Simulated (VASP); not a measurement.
**Te3Pd: single point with PBE**

The system is Te3Pd.

```
Te Pd
1.0
     0.00000    3.65346    3.65346
     3.65346    0.00000    3.65346
     3.65346    3.65346    0.00000
Te Pd
3 1
Direct
  0.25000 0.25000 0.25000
  0.75000 0.75000 0.75000
  0.50000 0.50000 0.50000
  0.00000 0.00000 0.00000
```

The cell was built by a generator and needn't be a form met in nature.

The cell isn't the ideal one: species swapped into the Li3Ag type (Fm-3m, No. 225).

| Property | Result |
| --- | --- |
| Program | VASP 6.6.1 |
| Task | single point |
| Functional | PBE |
| Potentials or basis | VASP PAW PBE potentials, release 64 (Te, Pd) |
| Cutoff | 520 eV |
| k mesh | 4 × 4 × 4 |
| Occupations | gaussian, width 0.1 eV |
| Spin | no spin polarisation |
| Dipole correction | no |
| Further INCAR settings | ALGO = Fast; EDIFF = 1e-07; NBANDS = 22 |

| Quantity | Value |
| --- | --- |
| Pressure | -0.2 GPa |
| Band gap on the k mesh | none (metal or under the smearing width) |

Levels at points of the mesh, in eV from the Fermi level:
| k point | band 10 | band 11 | band 12 | band 13 | band 14 | band 15 | band 16 | band 17 | band 18 | band 19 |
| --- | --- | --- | --- | --- | --- | --- | --- | --- | --- | --- |
| (0.00, 0.00, 0.00) | -2.19 | -2.19 | -0.60 | -0.60 | -0.60 | -0.20 | -0.20 | -0.20 | 2.22 | 4.48 |
| (0.50, 0.00, 0.00) | -2.37 | -1.68 | -1.32 | -1.32 | -1.01 | 0.83 | 1.84 | 1.84 | 3.74 | 4.27 |
| (0.50, 0.50, 0.00) | -1.90 | -1.67 | -1.01 | 0.48 | 0.48 | 0.54 | 1.18 | 1.18 | 3.12 | 5.41 |

Wall time 27 s on 1 thread of Intel(R) Xeon(R) Platinum 8488C (Sapphire Rapids), on a shared host, peak memory 0.23 GiB.

Caveat: the k mesh is coarse (spacing up to 0.37 Å⁻¹), so the values aren't converged. The run has no spin-orbit coupling, so splittings on Te are missing.
